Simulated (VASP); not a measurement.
Here is the system:

```yaml
crystal:
  lattice:
    - [0.00000, 2.02561, 2.02561]
    - [2.02561, 0.00000, 2.02561]
    - [2.02561, 2.02561, 0.00000]
  atoms:
    - { symbol: Ag, position: [0.00000, 0.00000, 0.00000] }
```

Method: AM05 GGA, VASP's PBE PAW potentials (set 64) (plane waves; VASP). Numerical set-up: 520 eV cut-off, Gaussian smearing of 0.050 eV, potentials Ag.

Question: Give the energies of bands 1 to 7 at the high-symmetry points, in eV from the Fermi level.

Answer: 
```json
[
 {"band": "1", "Γ": "-8.05", "X": "-6.64", "U": "-6.18", "L": "-6.59", "W": "-5.85"},
 {"band": "2", "Γ": "-4.91", "X": "-6.48", "U": "-5.74", "L": "-4.93", "W": "-5.21"},
 {"band": "3", "Γ": "-4.91", "X": "-3.01", "U": "-4.17", "L": "-4.93", "W": "-5.21"},
 {"band": "4", "Γ": "-4.91", "X": "-2.76", "U": "-3.59", "L": "-2.98", "W": "-3.81"},
 {"band": "5", "Γ": "-3.81", "X": "-2.76", "U": "-3.06", "L": "-2.98", "W": "-2.76"},
 {"band": "6", "Γ": "-3.81", "X": "1.49", "U": "4.29", "L": "-0.57", "W": "5.99"},
 {"band": "7", "Γ": "15.97", "X": "6.89", "U": "5.29", "L": "3.70", "W": "5.99"}
]
```

It has no gap at this level: it comes out as a metal or semimetal.

The compound is Ag in the fcc structure. It was relaxed first.
